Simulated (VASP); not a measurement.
A VASP calculation is set up with these files.

### INCAR
```
ALGO = Normal
EDIFF = 1E-6
EDIFFG = -0.02
ENCUT = 520
GGA = PS
IBRION = 2
ISIF = 3
ISMEAR = 0
LASPH = .TRUE.
LCHARG = .FALSE.
LREAL = .FALSE.
LWAVE = .FALSE.
NELM = 100
NSW = 60
PREC = Accurate
SIGMA = 0.05
SYSTEM = SiO2
```

File POSCAR:
```
SiO2
1
    2.4764094361    -4.2892670812    -0.0000000000
    2.4764094361     4.2892670812     0.0000000000
   -0.0000000000    -0.0000000000     5.4444296034
Si O
3 6
Direct
  1.0000000000   0.4699249820   0.3333330000
  0.5300750180   0.5300750180   0.0000000000
  0.4699249820   1.0000000000   0.6666670000
  0.2672402983   0.4125802067   0.2145346247
  0.5874197933   0.8546600916   0.8812016247
  0.7327597017   0.1453399084   0.4521313753
  0.8546600916   0.5874197933   0.1187983753
  0.4125802067   0.2672402983   0.7854653753
  0.1453399084   0.7327597017   0.5478686247
```

**KPOINTS**
```
K-points
0
gamma
5 5 4
```

POTCAR, in this order: Si O (PBE.64 set). Program: vasp_std.

### Question
Translate this PBEsol calculation to Ansatz.

### Answer
One equivalent input (not run):
Ansatz 0.2 input:
```yaml
crystal:
  lattice:
    - [2.4764094, -4.2892671, 0.0000000]
    - [2.4764094, 4.2892671, 0.0000000]
    - [0.0000000, 0.0000000, 5.4444296]
  atoms:
    - { symbol: Si, position: [1.0000000, 0.4699250, 0.3333330] }
    - { symbol: Si, position: [0.5300750, 0.5300750, 0.0000000] }
    - { symbol: Si, position: [0.4699250, 1.0000000, 0.6666670] }
    - { symbol: O, position: [0.2672403, 0.4125802, 0.2145346] }
    - { symbol: O, position: [0.5874198, 0.8546601, 0.8812016] }
    - { symbol: O, position: [0.7327597, 0.1453399, 0.4521314] }
    - { symbol: O, position: [0.8546601, 0.5874198, 0.1187984] }
    - { symbol: O, position: [0.4125802, 0.2672403, 0.7854654] }
    - { symbol: O, position: [0.1453399, 0.7327597, 0.5478686] }
kpoints:
  mp_grid: { grid: [5, 5, 4] }
hamiltonian:
  xc: pbesol
  pseudopotentials: { kind: paw }
scf:
  occupations: { method: gaussian, width: 0.05 }
  max_iter: 100
relax:
  max_steps: 60
  f_tol: 0.02
  cell: {}
output: { forces: true, stress: true, eigenvalues: true }
```
What does not carry over: each code has its own PAW files, so the cut-off isn't converted (ENCUT is set for VASP's; basis.ecutwfc is left out, and Ansatz then takes the one that its files recommend); Ansatz stops its SCF on the density residual and VASP on the energy change (EDIFF).

The compound is SiO2 in the quartz structure. It was relaxed first. The start is the result of an earlier pass.
